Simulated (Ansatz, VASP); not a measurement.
# ZnBr in VASP and in Ansatz

File INCAR:

```
SYSTEM = ZnBr
PREC = Accurate ; ENCUT = 520
EDIFF = 1E-6 ; ISMEAR = 0
SIGMA = 0.1 ; LREAL = .FALSE.
LASPH = .TRUE. ; NELM = 80
ALGO = Normal ; ISIF = 2
LWAVE = .FALSE. ; LCHARG = .FALSE.
GGA = PE ; NBANDS = 16
```

KPOINTS

```
Automatic mesh
0
G
  6 6 6
  0 0 0
```

File POSCAR:

```
ZnBr
1.0
    1.5754044300      0.9095601700      5.1708781500
   -1.5754044300      0.9095601700      5.1708781500
    0.0000000000     -1.8191203500      5.1708781500
Zn Br
1 1
Direct
    0.0000000000      0.0000000000      0.0000000000
    0.5000000000      0.5000000000      0.5000000000
```

Input for Ansatz:

```yaml
crystal:
  lattice:
    - [1.57540443, 0.90956017, 5.17087815]
    - [-1.57540443, 0.90956017, 5.17087815]
    - [0.0, -1.81912035, 5.17087815]
  atoms:
    - { symbol: Zn, position: [0.0, 0.0, 0.0] }
    - { symbol: Br, position: [0.5, 0.5, 0.5] }
basis:
  ecutwfc: 420
kpoints:
  mp_grid: { grid: [6, 6, 6] }
hamiltonian:
  xc: pbe
scf:
  occupations: { method: gaussian, width: 0.1 }
  lower_state_search: "off"
output:
  forces: true
  stress: true
  eigenvalues: true
```

Change from the starting cell: species swapped into the AgPd type (R-3m, No. 166).

Alike in both runs: task single point; functional PBE; k mesh 6 × 6 × 6; occupations gaussian, width 0.1 eV; no spin polarisation.

```csv
,VASP,Ansatz
version,VASP 6.6.1,Ansatz 0.2.0
potentials or method,"VASP PAW PBE potentials, release 64 (Zn, Br)","scalar-relativistic, plane waves, PAW"
plane-wave cutoff (eV),520,420
valence electrons in the cell,19,19
```

```csv
,VASP,Ansatz,Ansatz less VASP
gap on the k mesh at the Fermi level (eV),none,none,-
pressure (GPa),2.2,2.2,-0.04
largest component of the traceless stress (GPa),0.50,0.52,+0.018
```

A gap of «none» marks a metal or a gap that the smearing closes.

Caveats: the k mesh is coarse (spacing up to 0.39 Å⁻¹), so the values aren't converged; an odd number of electrons without spin polarisation forces a metal; a magnetic or distorted state may lie lower.
